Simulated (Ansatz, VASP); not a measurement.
# HfSi6O14 (amorphous 14HfO2-86SiO2 (mol %)) in two plane-wave programs, part 2 of 2

Aim: how closely do two programs agree when they are given the same cell, functional and k mesh? The cell is taken from a series of runs on this material, whose earlier steps may have relaxed, scaled, displaced or heated it; both programs get it as it stands.

VASP 6.6.1 and Ansatz 0.2.0.

So far. Step 3 (VASP: single point, PBE, pair 1): The run ends at a pressure of 1.97 GPa, with forces up to 4.1 eV/Å.

## 4. Comparison

Known differences besides the potentials themselves: the data sets hold 536 valence electrons in Ansatz (on its default PAW (the set named soft_2) files) and 472 in VASP; the cutoff is 420 eV in Ansatz and 520 eV in VASP (PREC = Accurate, projectors in real space). Total energies have different zeros and are not compared.

The two programs side by side:

```tsv
quantity	Ansatz	VASP	difference
gap on the k mesh (eV)	3.789	3.771	+0.018
```

Forces on 8 of the 84 atoms, those with the largest forces and the largest differences (eV/Å; atoms numbered as in POSCAR):

```tsv
atom	Ansatz x, y, z	VASP x, y, z
Hf3	3.410, 0.329, -0.652	3.513, 0.353, -0.695
O38	2.703, 2.113, 0.567	2.889, 2.280, 0.617
O41	3.116, -1.783, -1.434	3.251, -1.948, -1.494
O47	1.872, -0.715, 1.674	2.051, -0.881, 1.740
O57	-1.606, 1.702, 2.162	-1.694, 1.757, 2.365
O58	-2.058, 1.602, -0.439	-2.227, 1.752, -0.498
O67	0.362, 1.768, -0.567	0.264, 1.989, -0.619
O78	-1.411, -1.918, -1.574	-1.543, -2.060, -1.663
```

The forces differ by 61 meV/Å r.m.s., which is 6.1 % of the r.m.s. force of 0.998 eV/Å (both taken over all components). A gap on the mesh is an upper bound, since the band edges may lie between its points; neither run holds spin-orbit coupling, which can move the band edges of a compound of Hf.

## 5. VASP: single point, PBE, pair 2

With cell and atoms fixed, the geometry can't cause a difference; cores, projectors, grids and the points listed under the comparison can. The cell compared in this pair holds 1254.96 Å³, against 1252.90 Å³ for the pair before.

File INCAR:

```
SYSTEM = HfSi6O14
PREC = Accurate
ENCUT = 600
EDIFF = 1E-06
NELM = 120
ISMEAR = -1
SIGMA = 0.025
LREAL = Auto
ALGO = Normal
GGA = PE
NBANDS = 296
LASPH = .TRUE.
LORBIT = 11
LWAVE = .FALSE.
LCHARG = .FALSE.
ISIF = 2
GGA_COMPAT = .FALSE.
EFERMI = MIDGAP
NCORE = 2
```

File POSCAR:

```
HfSi6O14
1.0
   10.7776700000      0.0145100000     -0.0733500000
    0.0145100000     11.1918400000      0.0500200000
   -0.0733500000      0.0500200000     10.4047800000
Hf Si O
4 24 56
Direct
    0.4131200000      0.0965200000      0.6795000000
    0.9441300000      0.0572000000      0.5588200000
    0.3731300000      0.6331500000      0.6034600000
    0.7269700000      0.0192800000      0.3298200000
    0.8991800000      0.6319300000      0.1119500000
    0.0384900000      0.4493700000      0.7366200000
    0.1709900000      0.9773300000      0.3240500000
    0.0760800000      0.9659100000      0.8721000000
    0.9537500000      0.9021600000      0.1310100000
    0.6869700000      0.6523900000      0.8910300000
    0.3047100000      0.8210600000      0.9678700000
    0.5214700000      0.2207600000      0.4529600000
    0.7809900000      0.5469200000      0.6274000000
    0.7671300000      0.5198500000      0.3553100000
    0.5203500000      0.8272500000      0.7716500000
    0.1466500000      0.5773500000      0.9745200000
    0.3319400000      0.4031100000      0.1116800000
    0.1683600000      0.2634600000      0.3069100000
    0.4801200000      0.4884800000      0.3398200000
    0.1787400000      0.8838500000      0.6119300000
    0.8888700000      0.2764400000      0.3215400000
    0.5781400000      0.4144000000      0.9612900000
    0.4780000000      0.1605300000      0.0179100000
    0.4266600000      0.9545600000      0.2042100000
    0.9406300000      0.1957500000      0.8288000000
    0.5535600000      0.3857200000      0.6790800000
    0.7502700000      0.2410100000      0.0549200000
    0.1870500000      0.2819500000      0.5847800000
    0.5740400000      0.5579600000      0.9388400000
    0.2198900000      0.7448600000      0.6025900000
    0.8859700000      0.1522700000      0.4037100000
    0.2136300000      0.9321700000      0.9255100000
    0.1434300000      0.4165600000      0.6330500000
    0.1132500000      0.9370000000      0.4709700000
    0.8075800000      0.9521800000      0.4828300000
    0.7865500000      0.6050800000      0.4821800000
    0.8419800000      0.9834400000      0.1830100000
    0.2875000000      0.9711200000      0.6538800000
    0.9195800000      0.5010100000      0.6589400000
    0.0591300000      0.9185600000      0.7150500000
    0.6386200000      0.1705900000      0.3769000000
    0.9223600000      0.7641700000      0.1636100000
    0.4107000000      0.0904200000      0.1349900000
    0.8683800000      0.1336700000      0.7083200000
    0.6219600000      0.5272100000      0.3112100000
    0.0291600000      0.3189300000      0.2863000000
    0.2931800000      0.2353200000      0.6812800000
    0.0285800000      0.5679600000      0.0693300000
    0.8478300000      0.5577600000      0.2327700000
    0.8005000000      0.6375000000      0.9924300000
    0.0761800000      0.1846000000      0.5736000000
    0.9951000000      0.3311900000      0.8162200000
    0.2487400000      0.4715100000      0.0048800000
    0.2537400000      0.3018000000      0.1837200000
    0.4794800000      0.3504300000      0.3898000000
    0.6763000000      0.4431000000      0.6146200000
    0.4114500000      0.5848900000      0.4307800000
    0.4361300000      0.4769900000      0.6762200000
    0.5645100000      0.9403600000      0.2660700000
    0.4307600000      0.1362600000      0.8781200000
    0.6278800000      0.7848500000      0.8783900000
    0.3891900000      0.7892800000      0.8447700000
    0.8190300000      0.2329700000      0.1912300000
    0.5849700000      0.3458600000      0.8272100000
    0.4234500000      0.1158800000      0.4809600000
    0.8424100000      0.2018000000      0.9449100000
    0.5378300000      0.9625200000      0.7281000000
    0.0973300000      0.5543300000      0.8281600000
    0.5466700000      0.2537800000      0.6108000000
    0.0853200000      0.9234100000      0.2095300000
    0.2156500000      0.7049200000      0.9935100000
    0.0589800000      0.1100300000      0.8699400000
    0.7002800000      0.3800400000      0.0449200000
    0.6260700000      0.1575700000      0.0502800000
    0.3141700000      0.9349600000      0.3094600000
    0.2314800000      0.3148200000      0.4365900000
    0.4539900000      0.3343300000      0.0340900000
    0.5102700000      0.7355900000      0.6475300000
    0.8146500000      0.3841800000      0.3908200000
    0.9751000000      0.9111800000      0.9730700000
    0.1586600000      0.1199300000      0.3102000000
    0.3926200000      0.8571500000      0.0898200000
    0.4027100000      0.4970200000      0.2027500000
    0.7396300000      0.6270300000      0.7481200000
```

File KPOINTS:

```
Automatic mesh
0
Gamma
1 1 1
0 0 0
```

PAW data sets: Hf_pv, Si and O (PBE family, release 64).

The run is started by

```sh
$ mpirun -np 8 vasp_gam
```

Numbers of over 12 decimals in the logs are rounded to 6 here.

Log:

```text
[... set-up lines as in an earlier step ...]
 entering main loop
       N       E                     dE             d eps       ncg     rms          rms(c)
DAV:   1     0.470782637212E+04    0.47078E+04   -0.30240E+05   608   0.174E+03
DAV:   2    -0.361898357698E+03   -0.50697E+04   -0.49266E+04   736   0.408E+02
DAV:   3    -0.773637270439E+03   -0.41174E+03   -0.40914E+03   704   0.120E+02
DAV:   4    -0.782844612320E+03   -0.92073E+01   -0.91694E+01   720   0.193E+01
[...]
DAV:  17    -0.681614215761E+03    0.95714E-05   -0.11351E-04   712   0.322E-02    0.150E-02
DAV:  18    -0.681614215938E+03   -0.17651E-06   -0.21810E-05   696   0.115E-02    0.109E-02
DAV:  19    -0.681614215402E+03    0.53614E-06   -0.38988E-06   648   0.517E-03
   1 F= -.68161422E+03 E0= -.68161422E+03  d E =0.000000E+00
```

From OUTCAR (step 5):

```text
  Total       -2.9435375     -2.9586331     -3.1328015     -0.1190137     -0.0003886     -0.1223903
  in kB       -3.7579573     -3.7772296     -3.9995871     -0.1519425     -0.0004961     -0.1562533
  external PRESSURE =      -3.8449246 kB  Pullay stress =       0.0000000 kB

 POSITION                                       TOTAL-FORCE (eV/Angst)
 -----------------------------------------------------------------------------------
      4.40403      1.12022      7.04457        -0.046677      0.024645     -0.028809
     10.13536      0.68182      5.74801        -0.060713      0.156013     -0.067683
      3.98640      7.12171      6.28317         0.091649     -0.006645     -0.046458
      7.81113      0.24282      3.37935         0.042321      0.051479      0.000897
      9.69202      7.09111      1.13047        -0.011005     -0.035655      0.026993
      0.36732      5.06668      7.68402        -0.027432      0.043835     -0.011266
      1.83329     10.95681      3.40801        -0.015568     -0.018144      0.009143
      0.77001     10.85504      9.11674         0.002857      0.000606     -0.004986
     10.28268     10.11722      1.33830         0.021117     -0.017744     -0.006996
      7.34805      7.35598      9.25321         0.033914     -0.018293      0.022995
[...]
3.57520      4.52195      1.15782        -0.019944     -0.010981     -0.027294
      1.79584      2.96640      3.19416         0.007394     -0.021449     -0.069267
      5.15674      5.49095      3.52497         0.000595      0.018913     -0.037870
[...]
-----------------------------------------------------------------------------------
    total drift:                               -0.015095     -0.012006     -0.010781

  FREE ENERGIE OF THE ION-ELECTRON SYSTEM (eV)
  ---------------------------------------------------
  free  energy   TOTEN  =      -681.6142154018 eV

  energy  without entropy=     -681.6142154018  energy(sigma->0) =     -681.61421540

[... 1 part as in an earlier step ...]

[... 2 further parts left out ...]
[key lines of the parts left out:]
E-fermi :   2.7448
```

The run ends at a pressure of -0.38 GPa, with forces up to 0.24 eV/Å.

## 6. Ansatz: single point, PBE, pair 2

The same cell, functional, mesh and smearing now go to Ansatz, which takes its cutoff from its data sets.

The cell is taken from a series of runs on this material, whose earlier steps may have relaxed, scaled, displaced or heated it; both programs get it as it stands.

File input.yaml:

```yaml
crystal:
  lattice:
    - [10.77767, 0.01451, -0.07335]
    - [0.01451, 11.19184, 0.05002]
    - [-0.07335, 0.05002, 10.40478]
  atoms:
    - { symbol: Hf, position: [0.41312, 0.09652, 0.6795] }
    - { symbol: Hf, position: [0.94413, 0.0572, 0.55882] }
    - { symbol: Hf, position: [0.37313, 0.63315, 0.60346] }
    - { symbol: Hf, position: [0.72697, 0.01928, 0.32982] }
    - { symbol: Si, position: [0.89918, 0.63193, 0.11195] }
    - { symbol: Si, position: [0.03849, 0.44937, 0.73662] }
    - { symbol: Si, position: [0.17099, 0.97733, 0.32405] }
    - { symbol: Si, position: [0.07608, 0.96591, 0.8721] }
    - { symbol: Si, position: [0.95375, 0.90216, 0.13101] }
    - { symbol: Si, position: [0.68697, 0.65239, 0.89103] }
    - { symbol: Si, position: [0.30471, 0.82106, 0.96787] }
    - { symbol: Si, position: [0.52147, 0.22076, 0.45296] }
    - { symbol: Si, position: [0.78099, 0.54692, 0.6274] }
    - { symbol: Si, position: [0.76713, 0.51985, 0.35531] }
    - { symbol: Si, position: [0.52035, 0.82725, 0.77165] }
    - { symbol: Si, position: [0.14665, 0.57735, 0.97452] }
    - { symbol: Si, position: [0.33194, 0.40311, 0.11168] }
    - { symbol: Si, position: [0.16836, 0.26346, 0.30691] }
    - { symbol: Si, position: [0.48012, 0.48848, 0.33982] }
    - { symbol: Si, position: [0.17874, 0.88385, 0.61193] }
    - { symbol: Si, position: [0.88887, 0.27644, 0.32154] }
    - { symbol: Si, position: [0.57814, 0.4144, 0.96129] }
    - { symbol: Si, position: [0.478, 0.16053, 0.01791] }
    - { symbol: Si, position: [0.42666, 0.95456, 0.20421] }
    - { symbol: Si, position: [0.94063, 0.19575, 0.8288] }
    - { symbol: Si, position: [0.55356, 0.38572, 0.67908] }
    - { symbol: Si, position: [0.75027, 0.24101, 0.05492] }
    - { symbol: Si, position: [0.18705, 0.28195, 0.58478] }
    - { symbol: O, position: [0.57404, 0.55796, 0.93884] }
    - { symbol: O, position: [0.21989, 0.74486, 0.60259] }
    - { symbol: O, position: [0.88597, 0.15227, 0.40371] }
    - { symbol: O, position: [0.21363, 0.93217, 0.92551] }
    - { symbol: O, position: [0.14343, 0.41656, 0.63305] }
    - { symbol: O, position: [0.11325, 0.937, 0.47097] }
    - { symbol: O, position: [0.80758, 0.95218, 0.48283] }
    - { symbol: O, position: [0.78655, 0.60508, 0.48218] }
    - { symbol: O, position: [0.84198, 0.98344, 0.18301] }
    - { symbol: O, position: [0.2875, 0.97112, 0.65388] }
    - { symbol: O, position: [0.91958, 0.50101, 0.65894] }
    - { symbol: O, position: [0.05913, 0.91856, 0.71505] }
    - { symbol: O, position: [0.63862, 0.17059, 0.3769] }
    - { symbol: O, position: [0.92236, 0.76417, 0.16361] }
    - { symbol: O, position: [0.4107, 0.09042, 0.13499] }
    - { symbol: O, position: [0.86838, 0.13367, 0.70832] }
    - { symbol: O, position: [0.62196, 0.52721, 0.31121] }
    - { symbol: O, position: [0.02916, 0.31893, 0.2863] }
    - { symbol: O, position: [0.29318, 0.23532, 0.68128] }
    - { symbol: O, position: [0.02858, 0.56796, 0.06933] }
    - { symbol: O, position: [0.84783, 0.55776, 0.23277] }
    - { symbol: O, position: [0.8005, 0.6375, 0.99243] }
    - { symbol: O, position: [0.07618, 0.1846, 0.5736] }
    - { symbol: O, position: [0.9951, 0.33119, 0.81622] }
    - { symbol: O, position: [0.24874, 0.47151, 0.00488] }
    - { symbol: O, position: [0.25374, 0.3018, 0.18372] }
    - { symbol: O, position: [0.47948, 0.35043, 0.3898] }
    - { symbol: O, position: [0.6763, 0.4431, 0.61462] }
    - { symbol: O, position: [0.41145, 0.58489, 0.43078] }
    - { symbol: O, position: [0.43613, 0.47699, 0.67622] }
    - { symbol: O, position: [0.56451, 0.94036, 0.26607] }
    - { symbol: O, position: [0.43076, 0.13626, 0.87812] }
    - { symbol: O, position: [0.62788, 0.78485, 0.87839] }
    - { symbol: O, position: [0.38919, 0.78928, 0.84477] }
    - { symbol: O, position: [0.81903, 0.23297, 0.19123] }
    - { symbol: O, position: [0.58497, 0.34586, 0.82721] }
    - { symbol: O, position: [0.42345, 0.11588, 0.48096] }
    - { symbol: O, position: [0.84241, 0.2018, 0.94491] }
    - { symbol: O, position: [0.53783, 0.96252, 0.7281] }
    - { symbol: O, position: [0.09733, 0.55433, 0.82816] }
    - { symbol: O, position: [0.54667, 0.25378, 0.6108] }
    - { symbol: O, position: [0.08532, 0.92341, 0.20953] }
    - { symbol: O, position: [0.21565, 0.70492, 0.99351] }
    - { symbol: O, position: [0.05898, 0.11003, 0.86994] }
    - { symbol: O, position: [0.70028, 0.38004, 0.04492] }
    - { symbol: O, position: [0.62607, 0.15757, 0.05028] }
    - { symbol: O, position: [0.31417, 0.93496, 0.30946] }
    - { symbol: O, position: [0.23148, 0.31482, 0.43659] }
    - { symbol: O, position: [0.45399, 0.33433, 0.03409] }
    - { symbol: O, position: [0.51027, 0.73559, 0.64753] }
    - { symbol: O, position: [0.81465, 0.38418, 0.39082] }
    - { symbol: O, position: [0.9751, 0.91118, 0.97307] }
    - { symbol: O, position: [0.15866, 0.11993, 0.3102] }
    - { symbol: O, position: [0.39262, 0.85715, 0.08982] }
    - { symbol: O, position: [0.40271, 0.49702, 0.20275] }
    - { symbol: O, position: [0.73963, 0.62703, 0.74812] }
kpoints:
  mp_grid: { grid: [1, 1, 1] }
hamiltonian:
  xc: pbe
scf:
  occupations: { method: fermi_dirac, width: 0.025 }
output:
  forces: true
  stress: true
  populations: true
  dos:
    method: { smearing: { sigma: 0.08 } }
    de: 0.05
    projected: { site_lists: { Hf: [Hf], O: [O], Si: [Si] } }
  eigenvalues: true
  write_density: true
  write_potential: true
  volumetric_format: npy
```

The run is started by

```sh
$ ansatz run input.yaml --threads 4 --pin off --max-ram 8192MiB --backend cpu --events-out ev --progress --plain --runs-dir out
```

Log:

```text
[...]
Crystal: 84 atoms, lattice volume = 1254.955 Å³
Basis set: ecut = 420 eV, 24515 PW (Γ), exchange–correlation on 150×150×144 points (8 copies of the dense FFT grid, shifted against one another)
Bands: 352, of which v1, the nominal top of the filled ones, is band 268 counted from 1 (267 counted from 0)
Symmetry: 1 space group operations
[...]
k-points: 1
[...]
P = ⅓ Tr σ = -0.0026 GPa (-0.026 kbar)
--- Band table (eV) ---
  k-point 0: bands = [... 264 lower, 2.5353, 2.5620, 2.7644, 2.9165, 7.1142, 7.6602, 7.9836, 8.1072, ... 80 higher]
--- Löwdin populations: 84 sites ---
  site symbol       q [e]
     0     Hf     24.4336
     1     Hf     24.4586
     2     Hf     24.3700
     3     Hf     24.4188
     4     Si      2.1865
     5     Si      2.2093
     6     Si      2.2185
     7     Si      2.2319
[...]
80      O      6.7967
    81      O      6.7823
    82      O      6.7809
    83      O      6.7876
  spilling = 0.010629 (of n_electrons = 536.000000)
```

## 7. Differences

What differs besides the data sets and the points named for the pairs above, as far as they apply: the data sets hold 536 valence electrons in Ansatz (on its default PAW (the set named soft_2) files) and 472 in VASP; the cutoff is 420 eV in Ansatz and 600 eV in VASP (PREC = Accurate, projectors in real space). Total energies have different zeros and are not compared.

Compared:

```tsv
quantity	Ansatz	VASP	difference
pressure (GPa)	0.00	-0.38	+0.38
gap on the k mesh (eV)	4.198	4.183	+0.015
```

Forces on 7 of the 84 atoms, those with the largest forces and the largest differences (eV/Å; atoms numbered as in POSCAR):

```tsv
atom	Ansatz x, y, z	VASP x, y, z
O31	-0.009, 0.003, 0.005	0.002, -0.174, 0.148
O38	-0.010, -0.007, -0.009	0.159, 0.166, 0.036
O47	0.023, 0.010, 0.002	0.189, -0.152, 0.029
O51	-0.007, -0.014, 0.007	-0.163, -0.175, -0.002
O60	0.010, -0.007, 0.008	-0.029, -0.054, -0.224
O65	-0.003, 0.001, 0.037	-0.076, -0.077, 0.197
O67	0.002, 0.005, 0.003	-0.106, 0.203, -0.064
```

The forces differ by 58 meV/Å r.m.s., where the r.m.s. force is 0.010 eV/Å in Ansatz and 0.060 eV/Å in VASP: the atoms lie near their places of rest in Ansatz, so a percentage would say little (all taken over all components). A gap on the mesh is an upper bound, since the band edges may lie between its points; neither run holds spin-orbit coupling, which can move the band edges of a compound of Hf.

## 8. What came out

```json
{
  "r.m.s. force difference (single point, PBE, pair 1)": "6.1 % of the r.m.s. force",
  "r.m.s. force difference (single point, PBE, pair 2)": "58 meV/Å"
}
```

What this shows: The r.m.s. force difference is 58 meV/Å (single point, PBE, pair 2), beyond the 12 meV/Å picked in this series as the mark of a large difference. The data sets hold unlike numbers of valence electrons (536 in Ansatz and 472 in VASP), so part of the differences comes from the potentials. What causes the difference of the single point, PBE, pair 1 pair stays open here. What causes the difference of the single point, PBE, pair 2 pair stays open here. How closely two codes agree says nothing of how well the functional describes the real material.

[Lines on the potential files, build, host, timing and source positions are cut from VASP's logs without a mark.]

[Logs are printed without paths, hosts, clocks, repeated set-up lines and the standing remarks that a program may print on its own settings, such as how far it seeks lower states.]

[Hosts, paths, dates, database ids (printed as entryN), source tags and the programs' standing remarks are cut or masked in the printed files.]
